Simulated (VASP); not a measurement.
Data:

```
AgI
1.0
    2.34089    -4.05454     0.00000
    2.34089     4.05454     0.00000
    0.00000     0.00000     7.65227
Ag I
2 2
Direct
  0.66667   0.33333   0.50008
  0.33333   0.66667   0.00008
  0.66667   0.33333   0.87492
  0.33333   0.66667   0.37492
```

These are PBE GGA, VASP's PBE PAW potentials (set 64) (plane waves; VASP 6.6.1) values and carry that method's errors. Numerical set-up: 500 eV cut-off, 6×6×3 Γ-centred mesh, Gaussian smearing of 0.050 eV, potentials Ag I.

Unless said otherwise, spin-orbit coupling is left out, though it shifts the bands of the heavy elements here.

What does the run give for the energy per atom (σ→0), band gap (on the k-mesh) with the smallest direct gap where there is one?

```json
{
  "band gap (on the k-mesh)": "1.37 eV",
  "smallest direct gap (on the k-mesh)": "1.37 eV",
  "energy per atom (σ→0)": "-2.395 eV/atom"
}
```

The absolute energy has meaning only against runs of the same code, potentials and settings.

The compound is AgI in the wurtzite structure. It was relaxed first, which changed the volume by +6 %.
